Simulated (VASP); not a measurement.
Cost and result of VASP (PAW) for the lattice constant a of Li2O (antifluorite). Static lattice. The cost counts the five points of the equation of state, each on the mesh and cut-off of its row, so the ratios hold those differences too. With PBE it took about 50 core-seconds. Times come from single runs on busy shared machines, so they are rough: good to a factor of about 2.

| level | k-mesh | cut-off (eV) | lattice constant a (Å) | cost over PBE |
|---|---|---|---|---|
| LDA | 10×10×10 | 520 | … | within a factor of 2 |
| PBEsol | 10×10×10 | 520 | 4.593 | within a factor of 2 |
| PBE | 10×10×10 | 520 | 4.633 | reference |
| r2SCAN | 10×10×10 | 520 | 4.586 | about 6 times |
| SCAN | 10×10×10 | 520 | … | … |

Task: Fill in the missing entries.

Result: 
- LDA, lattice constant a (Å): 4.500
- SCAN, lattice constant a (Å): 4.575
- SCAN, cost over PBE: about 8 times

Left out are levels that failed, ran on another kind of processor or have no fit band path; at most nine are shown.

The compound is Li2O in the antifluorite structure.
